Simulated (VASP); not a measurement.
Given:

```yaml
crystal:
  lattice:
    - [0.00000, 3.60228, 3.60228]
    - [3.60228, 0.00000, 3.60228]
    - [3.60228, 3.60228, 0.00000]
  atoms:
    - { symbol: K, position: [0.25000, 0.25000, 0.25000] }
    - { symbol: K, position: [0.75000, 0.75000, 0.75000] }
    - { symbol: S, position: [0.00000, 0.00000, 0.00000] }
```

Computed with LDA (Ceperley-Alder, Perdew-Zunger), VASP's LDA PAW potentials (set 64) (plane waves; VASP 6.6.1). Settings: 500 eV cut-off, 5×5×5 Γ-centred mesh, Gaussian smearing of 0.050 eV, potentials K_sv S.

Task: Predict the energy per atom (σ→0).

Result: 
```json
{
 "energy per atom (σ→0)": "-3.469 eV/atom"
}
```

Total energies compare only between runs with the same potentials, cut-off and functional.

The compound is K2S in the antifluorite structure. It was relaxed first, which changed the volume by -8 %.
